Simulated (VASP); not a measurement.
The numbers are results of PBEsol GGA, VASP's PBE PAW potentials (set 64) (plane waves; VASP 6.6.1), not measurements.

VASP ran on this input.

INCAR:
```
SYSTEM  =  SnO
PREC  =  Accurate; ENCUT  =  620; LREAL  =  .FALSE.
LASPH  =  .TRUE.
EDIFF  =  1E-6; NELM  =  100; ALGO  =  Normal
LMAXMIX  =  4
ISMEAR  =  1; SIGMA  =  0.1
GGA  =  PS
IBRION  =  2; NSW  =  40; ISIF  =  3
EDIFFG  =  -0.02; PSTRESS  =  100
LWAVE  =  .FALSE.; LCHARG  =  .FALSE.
```

**POSCAR**
```
SnO
1
    3.0991065257     0.0000000003     0.0000000000
   -1.5495532625     2.6839052416     0.0000000000
    0.0000000000    -0.0000000000     7.1381422941
Sn O
2 2
Direct
  0.3333330000   0.6666670000   0.0300822146
  0.6666670000   0.3333330000   0.5300822146
  0.3333330000   0.6666670000   0.3449177854
  0.6666670000   0.3333330000   0.8449177854
```

**KPOINTS**
```
Automatic mesh
0
Gamma
11 11 5
0 0 0
```

POTCAR, in this order: Sn_d O (PBE.64 set). Program: vasp_std.

What VASP printed:

OSZICAR:
```
       N       E                     dE             d eps       ncg     rms          rms(c)
DAV:   1     0.436291597652E+03    0.43629E+03   -0.23399E+04  2344   0.302E+03
DAV:   2     0.359572820778E+02   -0.40033E+03   -0.39329E+03  2440   0.643E+02
DAV:   3    -0.230930006082E+02   -0.59050E+02   -0.58328E+02  2888   0.209E+02
DAV:   4    -0.252410408448E+02   -0.21480E+01   -0.21464E+01  2544   0.441E+01
DAV:   5    -0.253001986506E+02   -0.59158E-01   -0.59152E-01  2984   0.746E+00    0.106E+01
DAV:   6    -0.224922442846E+02    0.28080E+01   -0.20809E+01  3784   0.534E+01    0.540E+00
DAV:   7    -0.223740762346E+02    0.11817E+00   -0.19884E+00  2552   0.103E+01    0.225E+00
DAV:   8    -0.223568315866E+02    0.17245E-01   -0.33297E-01  2744   0.377E+00    0.725E-01
DAV:   9    -0.223469803433E+02    0.98512E-02   -0.46501E-02  3936   0.243E+00    0.166E-01
DAV:  10    -0.223475900869E+02   -0.60974E-03   -0.67404E-03  3200   0.854E-01    0.115E-01
DAV:  11    -0.223473839880E+02    0.20610E-03   -0.13031E-03  3568   0.327E-01    0.174E-02
DAV:  12    -0.223473965278E+02   -0.12540E-04   -0.12461E-04  2512   0.751E-02    0.192E-02
DAV:  13    -0.223473934067E+02    0.31211E-05   -0.85777E-06  2856   0.246E-02    0.665E-03
DAV:  14    -0.223473929012E+02    0.50551E-06   -0.14405E-06  1512   0.107E-02
   1 F= -.18641624E+02 E0= -.18641396E+02  d E =-.186416E+02
```

### OUTCAR
```
------------------------ aborting loop because EDIFF is reached ----------------------------------------
  FORCE on cell =-STRESS in cart. coord.  units (eV):
  Direction    XX          YY          ZZ          XY          YZ          ZX
  --------------------------------------------------------------------------------------
  Total        3.6701737      3.6701744      3.7509011      0.0000000      0.0000000      0.0000000
  in kB       99.0394728     99.0394921    101.2178988      0.0000000      0.0000000      0.0000000
  external PRESSURE =      -0.2343788 kB  Pullay stress =     100.0000000 kB
  volume of cell :       59.37
      direct lattice vectors                 reciprocal lattice vectors
     3.099106526  0.000000000  0.000000000     0.322673645  0.186295698  0.000000000
    -1.549553262  2.683905242  0.000000000    -0.000000000  0.372591396  0.000000000
     0.000000000  0.000000000  7.138142294     0.000000000  0.000000000  0.140092472
 POSITION                                       TOTAL-FORCE (eV/Angst)
 -----------------------------------------------------------------------------------
     -0.00000      1.78927      0.21473         0.000000      0.000000     -0.009209
      1.54955      0.89463      3.78380        -0.000000      0.000000     -0.009209
     -0.00000      1.78927      2.46207        -0.000000      0.000000      0.009209
      1.54955      0.89463      6.03114         0.000000     -0.000000      0.009209
 -----------------------------------------------------------------------------------
    total drift:                               -0.002225      0.001284      0.000842
  FREE ENERGIE OF THE ION-ELECTRON SYSTEM (eV)
  ---------------------------------------------------
  free  energy   TOTEN  =       -22.3473929012 eV

  energy  without entropy=      -22.3467095394  energy(sigma->0) =      -22.34716511
  enthalpy is  TOTEN    =       -18.6416242618 eV   P V=        3.7057686394

 reached required accuracy - stopping structural energy minimisation
```
(Selected blocks of OUTCAR.)

The structure was generated: SnO was put into the wurtzite type (P6_3mc), which need not be its known phase. It was relaxed first under an external pressure of 10 GPa.
